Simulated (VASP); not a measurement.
SiC: band gap against strain

SiC (zinc blende, F-43m, 10.360 Å³/atom at rest, cube axes along x, y and z) under a strain ε along a cube axis (axis z), the other axes held. PBEsol in VASP (plane waves, PAW), 600 eV, 12×12×12 Γ-centred mesh, Gaussian smearing 0.05 eV; ions are relaxed within the symmetry of each cell. Gaps are the smallest on the run's k-mesh, which can miss an edge that lies off it, without spin-orbit coupling; in all rows the valence edge lies at Γ and the conduction edge at about 1.5 Å⁻¹ from Γ.

Here s stands for strain and Eg for gap.

| strain (%) | gap (eV) |
|---|---|
| -3.00 | ? |
| -1.50 | 1.06 |
| -1.00 | 1.12 |
| -0.50 | 1.18 |
| 0.00 | 1.24 |

**Question.** Fit Eg against s with a straight line, and predict the withheld value at s = -3.00.

**Answer.** Means: s -0.75000, Eg 1.150. About the means, the sum of products is 0.15000 and the sum of squares of s is 1.2500; the slope is their ratio. Least squares gives Eg = 1.240 + 0.1200·s. Residuals (row less fit): 0.000, 0.000, 0.000, 0.000; standard error 0.000 (degrees of freedom: 2). Over these rows the gap moves by 12 ± 0.3 eV per unit strain. At the withheld row, Eg = 1.240 + 0.1200 × (-3.0) = 0.880 eV. The calculation gives 0.89 eV, 0.010 eV above the prediction (2.9 % of the range of Eg in the table). The row lies outside the fitted rows, so this is an extrapolation. The fitted rows scatter only by rounding.

Rows are the converged runs of the series near zero and its far end; series whose fitted rows scatter by over a few per cent of the range, as at a crossing or softening among them, aren't shown in this form. Most that stay on the fit to the last digits aren't either.
